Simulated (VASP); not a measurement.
# NiPt: convergence with the plane-wave cutoff and smearing, part 4 of 4

How sensitive are energy, pressure and forces of NiPt to the plane-wave cutoff and smearing? The atoms are off their equilibrium sites, so that forces can be compared too. The series runs use r2SCAN. The atoms of the start are displaced at random from the sites of a P4/mmm cell.

VASP 6.6.1; r2SCAN, spin-polarised from a ferromagnetic start (one magnetic atom a cell); plane waves and PAW (Ni, Pt).

Still holding for the runs below: The magnetic state follows from one typed start and may not be the lowest. The k-mesh is coarse for a metal.

So far. Step 19 (Smearing: ISMEAR = 2, SIGMA = 0.2): Against the run before the energy at zero width moves by -0.08 meV an atom and the pressure by +0.15 GPa, after 16 cycles in 85 s. The entropy term T·S comes to 0.02 meV an atom in size.

### Step 20. Smearing: ISMEAR = 2, SIGMA = 0.5

The input, INCAR:

```
SYSTEM = NiPt
PREC = Accurate
ENCUT = 400
EDIFF = 1E-06
NELM = 100
ISMEAR = 2
SIGMA = 0.5
LREAL = .FALSE.
ALGO = Normal
METAGGA = R2SCAN
LASPH = .TRUE.
NBANDS = 17
ISPIN = 2
MAGMOM = 1 0
LMAXMIX = 4
LORBIT = 11
LWAVE = .FALSE.
LCHARG = .FALSE.
KPAR = 2
ISIF = 2
```

The input, POSCAR:

```
NiPt
1.0
    2.7099397941      0.0000000000      0.0000000000
    0.0000000000      2.7099397941      0.0000000000
    0.0000000000      0.0000000000      3.5783200000
Ni Pt
1 1
Direct
    0.4942610000      0.5115520000      0.5099310000
   -0.0057030000     -0.0093140000      0.0092740000
```

The input, KPOINTS:

```
Automatic mesh
0
Gamma
8 8 6
0 0 0
```

The projector-augmented-wave data sets are Ni and Pt (PBE family, release 64).

Launch:

```bash
$ mpirun -np 2 vasp_std
```

The program printed:

```text
[... set-up lines as in an earlier step ...]
 entering main loop
       N       E                     dE             d eps       ncg     rms          rms(c)
DAV:   1     0.317880318708E+02    0.31788E+02   -0.82467E+03 14040   0.116E+03
DAV:   2    -0.660938590524E+02   -0.97882E+02   -0.90985E+02 13690   0.239E+02
DAV:   3    -0.691494587909E+02   -0.30556E+01   -0.30002E+01 15681   0.508E+01
DAV:   4    -0.691847674628E+02   -0.35309E-01   -0.35292E-01 15717   0.464E+00
[...]
DAV:  16    -0.637114787551E+02   -0.34958E-05   -0.10400E-05 14626   0.430E-02    0.900E-03
DAV:  17    -0.637114823706E+02   -0.36155E-05   -0.14104E-06  7471   0.225E-02    0.515E-03
DAV:  18    -0.637114821758E+02    0.19483E-06   -0.49271E-07  6841   0.806E-03
   1 F= -.63711482E+02 E0= -.63712864E+02  d E =0.552611E-02  mag=     1.3471
```

Wall time 92 s (2 MPI ranks of Intel Xeon 6975P-C (Granite Rapids), shared host); peak memory 0.4 GiB; 3 min of CPU time.

From OUTCAR (step 20):

```text
  Total        0.0863831      0.0589746     -0.0802359     -0.0008700      0.0045261     -0.0003321
  in kB        5.2667272      3.5956506     -4.8919364     -0.0530438      0.2759526     -0.0202499
  external PRESSURE =       1.3234804 kB  Pullay stress =       0.0000000 kB

 POSITION                                       TOTAL-FORCE (eV/Angst)
 -----------------------------------------------------------------------------------
      1.33942      1.38628      1.82470         0.006723     -0.302030     -0.021815
      2.69449      2.68470      0.03319        -0.006723      0.302030      0.021815
 -----------------------------------------------------------------------------------
    total drift:                                0.013127     -0.008129     -0.000750

  FREE ENERGIE OF THE ION-ELECTRON SYSTEM (eV)
  ---------------------------------------------------
  free  energy   TOTEN  =       -63.7114821758 eV

  energy  without entropy=      -63.7170082836  energy(sigma->0) =      -63.71286370

 magnetization (x)
# of ion       s       p       d       tot
------------------------------------------
    1       -0.004  -0.015   0.986   0.967
    2       -0.005  -0.044   0.456   0.406
--------------------------------------------------
tot         -0.010  -0.059   1.442   1.373

[... 2 parts as in an earlier step ...]

[... 1 further part left out ...]
[key lines of the parts left out:]
E-fermi :  10.1221
```

Against the run before the energy at zero width moves by -0.75 meV an atom and the pressure by -0.01 GPa, after 18 cycles in 92 s. The entropy term T·S comes to 2.76 meV an atom in size.

### Step 21. Smearing: ISMEAR = -5

Changes to INCAR since step 20:

```diff
@@ -5,4 +5,4 @@
 NELM = 100
-ISMEAR = 2
-SIGMA = 0.5
+ISMEAR = -5
+SIGMA = 0.05
 LREAL = .FALSE.
```

POSCAR is that of step 20.

KPOINTS is that of step 20.

Launch:

```bash
$ mpirun -np 2 vasp_std
```

The program printed:

```text
[... set-up lines as in an earlier step ...]
 entering main loop
       N       E                     dE             d eps       ncg     rms          rms(c)
DAV:   1     0.317810934297E+02    0.31781E+02   -0.82467E+03 14040   0.116E+03
DAV:   2    -0.660943297868E+02   -0.97875E+02   -0.91323E+02 13690   0.239E+02
DAV:   3    -0.691519519766E+02   -0.30576E+01   -0.30048E+01 15681   0.508E+01
DAV:   4    -0.691872794900E+02   -0.35328E-01   -0.35314E-01 15717   0.464E+00
[...]
DAV:  22    -0.637074075328E+02   -0.25756E-05   -0.96879E-06  7905   0.283E-02    0.569E-03
DAV:  23    -0.637074064839E+02    0.10490E-05   -0.56393E-06  6846   0.265E-02    0.375E-03
DAV:  24    -0.637074061818E+02    0.30207E-06   -0.20157E-06  6730   0.144E-02
   1 F= -.63707406E+02 E0= -.63707406E+02  d E =0.000000E+00  mag=     1.1920
 -----------------------------------------------------------------------------
|                                                                             |
|           W    W    AA    RRRRR   N    N  II  N    N   GGGG   !!!           |
|           W    W   A  A   R    R  NN   N  II  NN   N  G    G  !!!           |
|           W    W  A    A  R    R  N N  N  II  N N  N  G       !!!           |
|           W WW W  AAAAAA  RRRRR   N  N N  II  N  N N  G  GGG   !            |
|           WW  WW  A    A  R   R   N   NN  II  N   NN  G    G                |
|           W    W  A    A  R    R  N    N  II  N    N   GGGG   !!!           |
|                                                                             |
|     Tetrahedron method does not include variations of the Fermi             |
|     occupations, so forces and stress will be inaccurate. We suggest        |
|     using a different smearing scheme ISMEAR = 1 or 2 for metals in         |
|     relaxations.                                                            |
|                                                                             |
 -----------------------------------------------------------------------------
```

Run time: 2 min. Hardware: 2 MPI ranks; peak memory 0.42 GiB.

From OUTCAR (step 21):

```text
  Total        0.0752289      0.0555976     -0.1775613      0.0008211      0.0084081      0.0034204
  in kB        4.5866624      3.3897519    -10.8258127      0.0500630      0.5126356      0.2085378
  external PRESSURE =      -0.9497995 kB  Pullay stress =       0.0000000 kB

 POSITION                                       TOTAL-FORCE (eV/Angst)
 -----------------------------------------------------------------------------------
      1.33942      1.38628      1.82470         0.006066     -0.271216     -0.020979
      2.69449      2.68470      0.03319        -0.006066      0.271216      0.020979
 -----------------------------------------------------------------------------------
    total drift:                                0.013445     -0.007834     -0.000767

  FREE ENERGIE OF THE ION-ELECTRON SYSTEM (eV)
  ---------------------------------------------------
  free  energy   TOTEN  =       -63.7074061818 eV

  energy  without entropy=      -63.7074061818  energy(sigma->0) =      -63.70740618

 magnetization (x)
# of ion       s       p       d       tot
------------------------------------------
    1       -0.006  -0.021   0.899   0.872
    2       -0.007  -0.053   0.413   0.352
--------------------------------------------------
tot         -0.013  -0.075   1.312   1.224

[... 2 parts as in an earlier step ...]

[... 1 further part left out ...]
[key lines of the parts left out:]
E-fermi :  10.1377
```

With tetrahedra the forces and stress of a metal are not exact derivatives of the energy.

Against the first of the series the energy at zero width moves by +1.83 meV an atom and the pressure by -0.25 GPa, after 24 cycles in 2 min.

### Step 22. The smearing series as a table

This step: convergence of r2SCAN results with the smearing; plane waves and PAW (VASP 6.6.1).

This step runs nothing: it gathers the runs above.

One cell and one 8×8×6 mesh. Free energy against width, by row:

```csv
Gaussian width σ (eV),free energy less that at the narrowest width (meV/atom)
0.01,0
0.05,-0.72
0.1,-2.7
0.2,-10.26
0.5,-65.96
```

Differences are taken from the run with ISMEAR = 0, SIGMA = 0.01. Results of the series, by row:

```csv
setting,status,energy less the reference (meV/atom),pressure (GPa),largest force difference (meV/Å),moment (μB),SCF cycles,wall time (s)
"ISMEAR = 0, SIGMA = 0.01",converged,0,0.1562,0,1.345,24,118
"ISMEAR = 0, SIGMA = 0.05",converged,-0.05745,0.005021,1.121,1.31,16,84
"ISMEAR = 0, SIGMA = 0.1",converged,-0.1695,0.1476,2.769,1.319,16,84
"ISMEAR = 0, SIGMA = 0.2",converged,-0.1708,0.2549,3.964,1.319,16,85
"ISMEAR = 0, SIGMA = 0.5",converged,3.705,0.4403,7.968,1.212,17,88
"ISMEAR = 2, SIGMA = 0.01",converged,0.0147,0.05228,1.379,1.331,17,88
"ISMEAR = 2, SIGMA = 0.05",converged,-0.00759,0.1452,0.311,1.3,16,85
"ISMEAR = 2, SIGMA = 0.1",converged,-0.07494,-0.002893,0.534,1.307,16,86
"ISMEAR = 2, SIGMA = 0.2",converged,-0.1512,0.1438,4.402,1.319,16,85
"ISMEAR = 2, SIGMA = 0.5",converged,-0.8988,0.1323,2.139,1.347,18,92
ISMEAR = -5,converged,1.83,-0.09498,32.95,1.192,24,122
```

### Step 23. What came out

```json
{
 "plane-wave cutoff from which the energy stays within 10 meV/atom of the reference": "ENCUT = 270",
 "plane-wave cutoff from which the energy stays within 1 meV/atom of the reference": "ENCUT = 350",
 "plane-wave cutoff from which the pressure stays within 0.2 GPa of the reference": "ENCUT = 430",
 "spread of the pressure over the plane-wave cutoff": "306 GPa",
 "spread of the energy over the plane-wave cutoff": "1987 meV/atom",
 "spread of the pressure over the smearing": "0.535 GPa",
 "spread of the energy over the smearing": "4.60 meV/atom"
}
```

What this shows: From ENCUT = 350 on, the energy stays within 1 meV an atom of the reference, at 67 % of its time. The pressure holds within 0.2 GPa from ENCUT = 430 on. These cutoffs are 0.6 to 2 times the default of the data sets, about 270 eV; at the default the run is off by -3.4 meV an atom, -1.64 GPa, 1.8 meV/Å in forces, and at 1.3 times by -0.8 meV an atom, -0.63 GPa, 4.6 meV/Å in forces. Energy differences between like cells converge faster than these totals. The usual rule keeps the entropy term T·S under 1 meV an atom, which holds up to a width of 0.01 eV for Gaussian and 0.2 eV for second-order Methfessel-Paxton. That rule is made for Methfessel-Paxton; with the other schemes the zero-width estimate is the energy to use. Farthest in energy from the narrowest smearing lies ISMEAR = 0, SIGMA = 0.5 (+3.7 meV an atom, +0.28 GPa, 8.0 meV/Å in forces). On a fixed mesh a narrow width is not the exact answer for a metal: it samples the Fermi surface more noisily. Differences are taken from the run with ENCUT = 540, which is itself not the exact limit. The runs at ENCUT = 160; ENCUT = 200; ENCUT = 240 are over 30 meV an atom or 2 GPa off and describe the material poorly.

[Lines on the potential files, build, host, timing and source positions are cut from VASP's logs without a mark.]

[Logs are printed without paths, hosts, clocks, repeated set-up lines and the standing remarks that a program may print on its own settings, such as how far it seeks lower states.]

[Hosts, paths, dates, database ids (printed as entryN), source tags and the programs' standing remarks are cut or masked in the printed files.]

[A measured line is paired with the nearest computed mode of its activity, which favours agreement.]
